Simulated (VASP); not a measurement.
VASP runs on Li₃LaBi₂ (space group P-3m1) share one base input (LDA (Ceperley-Alder, Perdew-Zunger), plane waves, VASP's LDA PAW potentials (set 64)) and change the settings named in each case.

### POSCAR
```
Li3LaBi2
1
    4.7010000000     0.0000000000     0.0000000000
   -2.3505000000     4.0711850000     0.0000000000
    0.0000000000     0.0000000000     7.5431000000
Li La Bi
3 1 2
Direct
  0.3333330000   0.6666670000   0.6460000000
  0.6666670000   0.3333330000   0.3540000000
  0.0000000000   0.0000000000   0.5000000000
  0.0000000000   0.0000000000   0.0000000000
  0.3333330000   0.6666670000   0.2557500000
  0.6666670000   0.3333330000   0.7442500000
```

INCAR:
```
SYSTEM = Li3LaBi2
PREC = Accurate; ENCUT = 400; LREAL = F
LASPH = T
EDIFF = 1E-6; NELM = 100; ALGO = Normal
LMAXMIX = 6
ISMEAR = 0; SIGMA = 0.2
ISIF = 2
LWAVE = F; LCHARG = F
```

### KPOINTS
```
Regular mesh
0
gamma
 8 8 4
```

POTCAR, in this order: Li_sv La Bi_d (LDA.64 set). Program: vasp_std.

| change | E(σ→0) (eV/atom) | pressure (GPa) | largest force (eV/Å) | −TS (eV) |
|---|---|---|---|---|
| base run | -4.2870 | -3.23 | 0.069 | -0.0047 |
| GGA = PS, POTCAR Li_sv La Bi_d (PBE.64 set) | -4.0907 | [?] | [?] | [?] |
| GGA_COMPAT = .FALSE., LNONCOLLINEAR = .TRUE., LSORBIT = .TRUE., MAGMOM = 0.0 0.0 0.0 0.0 0.0 0.0 0.0 0.0 0.0 0.0 0.0 0.0 0.0 0.0 0.0 0.0 0.0 0.0, program vasp_ncl | -4.5917 | [?] | [?] | [?] |
| KPOINTS 4×4×2 Γ-centred mesh | -4.2750 | -3.15 | 0.058 | -0.0163 |

Q: Complete the blanks.

A: 
- GGA_COMPAT = .FALSE., LNONCOLLINEAR = .TRUE., LSORBIT = .TRUE., MAGMOM = 0.0 0.0 0.0 0.0 0.0 0.0 0.0 0.0 0.0 0.0 0.0 0.0 0.0 0.0 0.0 0.0 0.0 0.0, program vasp_ncl, pressure (GPa): -3.26
- GGA_COMPAT = .FALSE., LNONCOLLINEAR = .TRUE., LSORBIT = .TRUE., MAGMOM = 0.0 0.0 0.0 0.0 0.0 0.0 0.0 0.0 0.0 0.0 0.0 0.0 0.0 0.0 0.0 0.0 0.0 0.0, program vasp_ncl, largest force (eV/Å): 0.044
- GGA_COMPAT = .FALSE., LNONCOLLINEAR = .TRUE., LSORBIT = .TRUE., MAGMOM = 0.0 0.0 0.0 0.0 0.0 0.0 0.0 0.0 0.0 0.0 0.0 0.0 0.0 0.0 0.0 0.0 0.0 0.0, program vasp_ncl, −TS (eV): -0.0112
- GGA = PS, POTCAR Li_sv La Bi_d (PBE.64 set), pressure (GPa): -1.75
- GGA = PS, POTCAR Li_sv La Bi_d (PBE.64 set), largest force (eV/Å): 0.067
- GGA = PS, POTCAR Li_sv La Bi_d (PBE.64 set), −TS (eV): -0.0055

Energies of different potentials or functionals have different zeros.  Unless said otherwise, spin-orbit coupling is left out, though it shifts the bands of the heavy elements here. At 400 eV the pressure can carry a Pulay error.

Left out are runs that ran out of time, are held back, or changed the cell or the kind of run, fixed moments of cells without a moment, rows past the twelfth, gaps on odd meshes, pressures of charged cells and columns that move by less than the noise.

The structure comes from a measured Li3LaBi2 entry of the Crystallography Open Database, whose conditions weren't checked. The cell was not relaxed at this level, forces remain on its atoms.
